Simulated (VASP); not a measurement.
Consider the following.

```xyz
2
Lattice="1.6390 -2.8389 0.0000 1.6390 2.8389 0.0000 0.0000 0.0000 5.1704" Properties=species:S:1:pos:R:3 pbc="T T T"
Tl     1.6390     0.9463     1.2926
Tl     1.6390    -0.9463     3.8778
```

Calculation: PBEsol GGA, VASP's PBE PAW potentials (set 64) (plane waves; VASP 6.6.1). Settings: 500 eV cut-off, 13×13×7 Γ-centred mesh, first-order Methfessel-Paxton smearing of 0.10 eV, potentials Tl_d.

Energy and stress use the plane-wave basis of the starting cell.

### Question
The ions, cell shape and volume at an external pressure of 20.0 GPa are relaxed. Give the cell that the relaxation ends in.

### Answer

```xyz
2
Lattice="1.5815 -2.7392 0.0000 1.5815 2.7392 0.0000 0.0000 0.0000 5.0514" Properties=species:S:1:pos:R:3 pbc="T T T"
Tl     1.5815     0.9131     1.2628
Tl     1.5815    -0.9131     3.7885
```
Space group P6_3/mmc (194), at a tolerance of 0.03 Å.

### Question
How do energy and volume change from the first to the last step?

### Answer
The energy (σ→0) changes by +198.1 meV/atom and the volume by -9.0 %, in 14 ionic steps.

| step | E(σ→0) (eV) | max force (eV/Å) | pressure (GPa) | volume (Å³) |
|---|---|---|---|---|
| 1 | -5.0253 | 0.000 | 10.02 | 48.11 |
| 2 | -3.6201 | 0.000 | 42.88 | 38.42 |
| 3 | -4.6486 | 0.000 | 19.67 | 43.93 |
| 4 | -4.6372 | 0.000 | 19.93 | 43.84 |
| 5 | -4.6268 | 0.000 | 20.17 | 43.76 |
| 6 | -4.6248 | 0.000 | 20.17 | 43.73 |
| 7 | -4.6235 | 0.000 | 20.16 | 43.72 |
| 8 | -4.6203 | 0.000 | 20.18 | 43.70 |
| 9 | -4.6223 | 0.000 | 20.16 | 43.71 |
| 10 | -4.6217 | 0.000 | 20.16 | 43.71 |
| 11 | -4.6218 | 0.000 | 20.17 | 43.71 |
| 12 | -4.6220 | 0.000 | 20.17 | 43.71 |
| 13 | -4.6411 | 0.000 | 19.69 | 43.86 |
| 14 | -4.6291 | 0.000 | 20.01 | 43.77 |

The compound is Tl in the hcp structure. This run relaxes it under an external pressure of 20 GPa. Symmetry was kept, so distortions that lower it aren't found.
